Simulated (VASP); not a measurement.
A convergence study with VASP on Ti (hcp): one setting is varied, all else stays as given below, so the limit is that of these other settings. Each run relaxes cell and ions from the cell shown.

```
CELL_PARAMETERS angstrom
      1.47500    -2.55477     0.00000
      1.47500     2.55477     0.00000
      0.00000     0.00000     4.68000
ATOMIC_POSITIONS crystal
  Ti 0.33333 0.66667 0.25000
  Ti 0.66667 0.33333 0.75000
```

Calculation: PBEsol GGA, VASP's PBE PAW potentials (set 64) (plane waves; VASP). The tightest run used: 550 eV cut-off, 19×19×11 Γ-centred mesh, first-order Methfessel-Paxton smearing of 0.10 eV, potentials Ti_sv.

```tsv
setting	relaxed volume (Å³/atom)	E (eV/atom)	irreducible k-points
2×2×1 mesh	15.456	-9.3469	2
3×3×2 mesh	16.550	-8.3842	6
4×4×2 mesh	16.728	-8.3080	8
5×5×3 mesh	16.657	-8.3406	10
6×6×3 mesh	16.789	-8.3199	14
```

Q: These are the cheaper rows. Estimate the results at 19×19×11 mesh, and how far the last row shown lies from them.

A: 
| quantity | tightest run | last row shown is off by |
|---|---|---|
| relaxed volume (Å³/atom) | 16.683 | 0.106 |
| E (eV/atom) | -8.3397 | 0.0198 |

Left out are rungs that failed or repeat a setting and relaxations that didn't move; long series are thinned to 24 rows.

The compound is Ti in the hcp structure.
